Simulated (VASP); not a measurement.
Consider the following.

```xyz
1
Lattice="-1.4246 1.4246 1.4246 1.4246 -1.4246 1.4246 1.4246 1.4246 -1.4246" Properties=species:S:1:pos:R:3 pbc="T T T"
V      0.0000     0.0000     0.0000
```

Method: LDA (Ceperley-Alder, Perdew-Zunger), VASP's LDA PAW potentials (set 64) (plane waves; VASP 6.6.1). Run with 500 eV cut-off, 18×18×18 Γ-centred mesh, first-order Methfessel-Paxton smearing of 0.10 eV, potentials V_sv.

Energy and stress use the plane-wave basis of the starting cell.

Task: The ions, cell shape and volume at an external pressure of 30.0 GPa are relaxed. Give the cell that the relaxation ends in.

Result: 
```xyz
1
Lattice="-1.4092 1.4092 1.4092 1.4092 -1.4092 1.4092 1.4092 1.4092 -1.4092" Properties=species:S:1:pos:R:3 pbc="T T T"
V      0.0000     0.0000     0.0000
```
Space group Im-3m (229), at a tolerance of 0.03 Å.

Task: How do energy and volume change from the first to the last step?

Result: The energy (σ→0) changes by +58.2 meV/atom and the volume by -3.2 %, in 5 ionic steps.

```
step  E(σ→0) (eV)  max force (eV/Å)  pressure (GPa)  volume (Å³)
----  -----------  ----------------  --------------  -----------
1         -9.8911             0.000           20.11        11.57
2         -9.6267             0.000           55.71        10.41
3         -9.8352             0.000           29.40        11.21
4         -9.8314             0.000           30.35        11.19
5         -9.8328             0.000           30.16        11.19
```

The compound is V in the bcc structure. This run relaxes it under an external pressure of 30 GPa. Symmetry was kept, so distortions that lower it aren't found. The run is not spin-polarised, so no magnetic state was tried.
